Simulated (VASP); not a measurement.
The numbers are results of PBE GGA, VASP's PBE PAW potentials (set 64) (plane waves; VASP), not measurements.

VASP input:

**INCAR**
```
SYSTEM = Tc
PREC = Normal
ENCUT = 400
EDIFF = 1E-5
NELM = 100
ALGO = Fast
LREAL = .FALSE.
LASPH = .TRUE.
ISMEAR = 1
SIGMA = 0.1
GGA = PE
LMAXMIX = 4
LWAVE = .FALSE.
LCHARG = .FALSE.
NELMIN = 4
IBRION = 2
ISIF = 2
NSW = 20
EDIFFG = -0.03
```

POSCAR:
```
Tc
1
    2.7473869682     0.0000000000     0.0000000000
   -1.3736934841     2.3793073053     0.0000000000
    0.0000000000     0.0000000000     4.4013971947
Tc
2
Direct
  0.6666670000   0.3333330000   0.7500000000
  0.3333330000   0.6666670000   0.2500000000
```

File KPOINTS:
```
Automatic
0
G
17 17 9
```

POTCAR, in this order: Tc_pv (PBE.64 set). Program: vasp_std.

Output of the run:

OSZICAR:
```
       N       E                     dE             d eps       ncg     rms          rms(c)
DAV:   1     0.274334557229E+03    0.27433E+03   -0.14695E+04  5698   0.132E+03
DAV:   2    -0.154005016108E+02   -0.28974E+03   -0.28699E+03  6226   0.413E+02
DAV:   3    -0.220923939328E+02   -0.66919E+01   -0.65758E+01  6713   0.738E+01
DAV:   4    -0.221595339605E+02   -0.67140E-01   -0.66715E-01  6335   0.690E+00
DAV:   5    -0.221600946310E+02   -0.56067E-03   -0.56063E-03  6312   0.622E-01    0.234E+01
RMM:   6    -0.208438790742E+02    0.13162E+01   -0.28892E+00  5610   0.159E+01    0.763E+00
RMM:   7    -0.207036703568E+02    0.14021E+00   -0.11340E+00  5659   0.845E+00    0.766E-01
RMM:   8    -0.207010036747E+02    0.26667E-02   -0.10354E-01  5695   0.258E+00    0.728E-01
RMM:   9    -0.207022955556E+02   -0.12919E-02   -0.27048E-02  5894   0.998E-01    0.194E-01
RMM:  10    -0.207021890929E+02    0.10646E-03   -0.37108E-03  5660   0.510E-01    0.251E-02
RMM:  11    -0.207022389803E+02   -0.49887E-04   -0.75739E-04  5963   0.175E-01    0.875E-03
RMM:  12    -0.207022462792E+02   -0.72989E-05   -0.93096E-05  4300   0.528E-02
   1 F= -.20702246E+02 E0= -.20702058E+02  d E =-.207022E+02
```

### OUTCAR
```
------------------------ aborting loop because EDIFF is reached ----------------------------------------
  FORCE on cell =-STRESS in cart. coord.  units (eV):
  Direction    XX          YY          ZZ          XY          YZ          ZX
  --------------------------------------------------------------------------------------
  Total       -0.0637047     -0.0637047     -0.1671506      0.0000000      0.0000000     -0.0000000
  in kB       -3.5474887     -3.5474899     -9.3080263      0.0000000      0.0000000     -0.0000000
  external PRESSURE =      -5.4676683 kB  Pullay stress =       0.0000000 kB
  volume of cell :       28.77
      direct lattice vectors                 reciprocal lattice vectors
     2.747386968  0.000000000  0.000000000     0.363982217  0.210145196  0.000000000
    -1.373693484  2.379307305  0.000000000     0.000000000  0.420290392  0.000000000
     0.000000000  0.000000000  4.401397195     0.000000000  0.000000000  0.227200581
 POSITION                                       TOTAL-FORCE (eV/Angst)
 -----------------------------------------------------------------------------------
      1.37369      0.79310      3.30105        -0.000000      0.000000      0.000000
     -0.00000      1.58621      1.10035         0.000000     -0.000000      0.000000
 -----------------------------------------------------------------------------------
    total drift:                               -0.001280      0.000739     -0.000397
  FREE ENERGIE OF THE ION-ELECTRON SYSTEM (eV)
  ---------------------------------------------------
  free  energy   TOTEN  =       -20.7022462792 eV

  energy  without entropy=      -20.7016803958  energy(sigma->0) =      -20.70205765

 reached required accuracy - stopping structural energy minimisation
```
(Selected blocks of OUTCAR.)

The compound is Tc in the hcp structure. It was relaxed first.
